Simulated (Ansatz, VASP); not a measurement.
# GaN in two plane-wave programs, part 3 of 3

One calculation is typed for both programs; each brings its own data sets. How far apart do they land? The cell is taken from a series of runs on this material, whose earlier steps may have relaxed, scaled, displaced or heated it; both programs get it as it stands.

VASP 6.6.1 and Ansatz 0.2.0.

So far: The starting structure; Ansatz: zone-centre phonons, PBE, pair 1; VASP: zone-centre phonons, PBE, pair 1; Comparison.

### Step 5. VASP: zone-centre phonons, PBE, pair 2

Level of this step: PBE; plane waves and PAW (N, Ga_d) (VASP).

Second derivatives magnify differences that forces hide, and they need a tight electronic threshold. The cell compared in this pair holds 23.30 Å³, against 23.06 Å³ for the pair before.

INCAR

```
SYSTEM = GaN
PREC = Accurate
ENCUT = 600
EDIFF = 1E-08
NELM = 120
ISMEAR = 0
SIGMA = 0.01
LREAL = .FALSE.
ALGO = Normal
GGA = PE
NBANDS = 15
LORBIT = 11
LWAVE = .FALSE.
LCHARG = .FALSE.
ISIF = 2
IBRION = 8
LEPSILON = .TRUE.
LASPH = .TRUE.
GGA_COMPAT = .FALSE.
EFERMI = MIDGAP
KPAR = 2
```

POSCAR

```
GaN
1.0
    0.0000000000      2.2668073199      2.2668073199
    2.2668073199      0.0000000000      2.2668073199
    2.2668073199      2.2668073199      0.0000000000
N Ga
1 1
Direct
    0.2500000000      0.2500000000      0.2500000000
    0.0000000000      0.0000000000      0.0000000000
```

KPOINTS

```
Automatic mesh
0
Gamma
16 16 16
0 0 0
```

Potentials, in the order of the species: N and Ga_d (PBE family, release 64).

On the command line:

```bash
$ mpirun -np 2 vasp_std
```

Numbers of over 12 decimals in the logs are rounded to 6 here.

What it wrote:

```text
[... set-up lines as in an earlier step ...]
 entering main loop
       N       E                     dE             d eps       ncg     rms          rms(c)
DAV:   1     0.914065754777E+02    0.91407E+02   -0.10311E+04  4796   0.235E+03
DAV:   2    -0.693733257668E+01   -0.98344E+02   -0.90914E+02  4994   0.366E+02
DAV:   3    -0.140253731836E+02   -0.70880E+01   -0.70487E+01  4854   0.832E+01
DAV:   4    -0.141252243262E+02   -0.99851E-01   -0.99812E-01  5671   0.108E+01
[...]
DAV:  13    -0.121536737431E+02    0.14309E-06   -0.15059E-06  5547   0.131E-02    0.220E-03
DAV:  14    -0.121536736813E+02    0.61856E-07   -0.66534E-08  5661   0.292E-03    0.567E-04
DAV:  15    -0.121536736739E+02    0.73892E-08   -0.42446E-09  4107   0.643E-04
   1 F= -.12153674E+02 E0= -.12153674E+02  d E =0.000000E+00
 Linear response reoptimize wavefunctions to high precision
DAV:   1    -0.121536736829E+02   -0.90231E-08   -0.40423E-10  3491   0.324E-04
DAV:   2    -0.121536736829E+02   -0.23647E-10   -0.13886E-10  2868   0.132E-04
 Linear response G [H, r] |phi>, progress :
  Direction:   1
[...]
RMM:  12    -0.232921565155E+00   -0.39743E-08    0.39271E-09 33966   0.342E-05    0.383E-07
 first order change of Fermi-energy   0.68797E+00
 force on displaced ion       1 direction 1 : -11.630  -0.000  -0.000
 Born effective charge ion    1 direction 1 :  -2.676   0.000   0.000
 Linear response progress:
  Degree of freedom:   2/  2
       N       E                     dE             d eps       ncg     rms          rms(c)
RMM:   1    -0.160809168755E+00   -0.16081E+00    0.21933E-01 23761   0.875E+00
RMM:   2    -0.159183438265E+00    0.16257E-02   -0.32183E-02 36407   0.166E+00    0.527E-02
RMM:   3    -0.159341085516E+00   -0.15765E-03   -0.23118E-03 36993   0.397E-01    0.327E-02
RMM:   4    -0.158933823446E+00    0.40726E-03   -0.18498E-04 38602   0.121E-01    0.349E-03
[...]
RMM:  13    -0.158947517252E+00   -0.32088E-07    0.26569E-07 39167   0.509E-05    0.472E-07
RMM:  14    -0.158947517403E+00   -0.15155E-09    0.24877E-07 30920   0.419E-05    0.196E-07
RMM:  15    -0.158947531766E+00   -0.14363E-07    0.92641E-08 28750   0.378E-05    0.666E-08
 first order change of Fermi-energy  -0.68767E+00
 force on displaced ion       2 direction 1 : -11.631  -0.000  -0.000
 Born effective charge ion    2 direction 1 :   2.676   0.000   0.000
 Born effective charges drift removed
 Linear response finished
```

OUTCAR, selected parts (step 5):

```text
  Total        0.2415045      0.2415045      0.2415045     -0.0000000      0.0000000      0.0000000
  in kB       16.6097068     16.6097068     16.6097068     -0.0000000      0.0000000      0.0000000
  external PRESSURE =      16.6097068 kB  Pullay stress =       0.0000000 kB

 POSITION                                       TOTAL-FORCE (eV/Angst)
 -----------------------------------------------------------------------------------
      1.13340      1.13340      1.13340        -0.000000     -0.000000     -0.000000
      0.00000      0.00000      0.00000         0.000000      0.000000      0.000000
 -----------------------------------------------------------------------------------
    total drift:                                0.000000      0.000000      0.000000

 MACROSCOPIC STATIC DIELECTRIC TENSOR (including local field effects in DFT)
 ------------------------------------------------------
           6.030486    -0.000000    -0.000000
           0.000000     6.030486    -0.000000
          -0.000000     0.000000     6.030486
 ------------------------------------------------------

 MACROSCOPIC STATIC DIELECTRIC TENSOR IONIC CONTRIBUTION
 ------------------------------------------------------
           4.781594    -0.000000     0.000000
          -0.000000     4.781594     0.000000
           0.000000     0.000000     4.781594
 ------------------------------------------------------

[... 1 part as in an earlier step ...]

[... 1 further part left out ...]
```

### Step 6. Ansatz: zone-centre phonons, PBE, pair 2

The same cell, functional and mesh now go to Ansatz, which takes its cutoff from its data sets.

The cell is taken from a series of runs on this material, whose earlier steps may have relaxed, scaled, displaced or heated it; both programs get it as it stands.

input.yaml

```yaml
crystal:
  lattice:
    - [0.0, 2.2668073199, 2.2668073199]
    - [2.2668073199, 0.0, 2.2668073199]
    - [2.2668073199, 2.2668073199, 0.0]
  atoms:
    - { symbol: "N", position: [0.25, 0.25, 0.25] }
    - { symbol: Ga, position: [0.0, 0.0, 0.0] }
kpoints:
  mp_grid: { grid: [16, 16, 16] }
hamiltonian:
  xc: pbe
  pseudopotentials: { kind: paw, azcp: { folder: soft_1 } }
scf:
  occupations: { method: fixed }
output:
  eigenvalues: true
phonons:
  method: dfpt
  dielectric: true
  rigid_motions: translations
```

On the command line:

```bash
$ ansatz run input.yaml --threads 4 --pin off --max-ram 10240MiB --backend cpu --events-out ev --progress --plain --runs-dir out
```

What it wrote:

```text
[...]
Crystal: 2 atoms, lattice volume = 23.296 Å³
Basis set: ecut = 420 eV, 459 PW (Γ), exchange–correlation on 48×48×48 points (8 copies of the dense FFT grid, shifted against one another)
Bands: 13, of which v1, the nominal top of the filled ones, is band 9 counted from 1 (8 counted from 0)
Symmetry: 24 space group operations
k-points: 621 of 4096 (irreducible under 4 space group operations, time reversal used)
[...]
optical modes at Γ + LO–TO along q̂ = [1.0000, 0.0000, 0.0000]:
      ω (cm⁻¹)  modes    IR ((D/Å)²/amu)
[...]
optical modes at Γ + LO–TO along q̂ = [0.0000, 1.0000, 0.0000]:
      ω (cm⁻¹)  modes    IR ((D/Å)²/amu)
        523.77      2            28.4129
        698.90      1            14.2064
  optical modes at Γ + LO–TO along q̂ = [0.0000, 0.0000, 1.0000]:
      ω (cm⁻¹)  modes    IR ((D/Å)²/amu)
        523.77      2            28.4129
        698.90      1            14.2064
[key lines of the parts left out:]
SCF converged after 9 iterations
Free energy (F): -4167.911756 eV
Fermi energy:    9.372493 eV
```

### Step 7. Comparison

The two programs side by side:

| quantity | Ansatz | VASP | difference |
| --- | --- | --- | --- |
| ε∞ xx | 6.07 | 6.03 | +0.72 % |
| ε∞ yy | 6.07 | 6.03 | +0.72 % |
| ε∞ zz | 6.07 | 6.03 | +0.72 % |
| Born charge of N1 (mean of the diagonal) (e) | -2.68 | -2.68 | 0.00 |
| Born charge of Ga2 (mean of the diagonal) (e) | 2.68 | 2.68 | 0.00 |
| optical mode 1 to 3 (cm⁻¹) | 523.8 | 520.8 | +0.57 % |

Modes are paired by rising frequency, not by their patterns, so a pair may set unlike modes beside each other; they are those without the splitting of longitudinal modes.

### Step 8. Summary of results

| Property | Result |
| --- | --- |
| r.m.s. difference of the optical zone-centre modes, each program's sorted by frequency (zone-centre phonons, PBE, pair 1) | 3.1 cm⁻¹ |
| difference in ε∞ xx (zone-centre phonons, PBE, pair 1) | +0.8 % |
| r.m.s. difference of the optical zone-centre modes, each program's sorted by frequency (zone-centre phonons, PBE, pair 2) | 3.0 cm⁻¹ |
| difference in ε∞ xx (zone-centre phonons, PBE, pair 2) | +0.7 % |

In words: The r.m.s. difference of the optical zone-centre modes, each program's sorted by frequency is 3.1 cm⁻¹ (zone-centre phonons, PBE, pair 1). Among the rows given in per cent, the largest difference of the zone-centre phonons, PBE, pair 1 pair is in ε∞ xx, +0.8 %. Among the rows given in per cent, the largest difference of the zone-centre phonons, PBE, pair 2 pair is in ε∞ xx, +0.7 %. How closely two codes agree says nothing of how well the functional describes the real material.

[Lines on the potential files, build, host, timing and source positions are cut from VASP's logs without a mark.]

[Logs are printed without paths, hosts, clocks, repeated set-up lines and the standing remarks that a program may print on its own settings, such as how far it seeks lower states.]

[Hosts, paths, dates, database ids (printed as entryN), source tags and the programs' standing remarks are cut or masked in the printed files.]
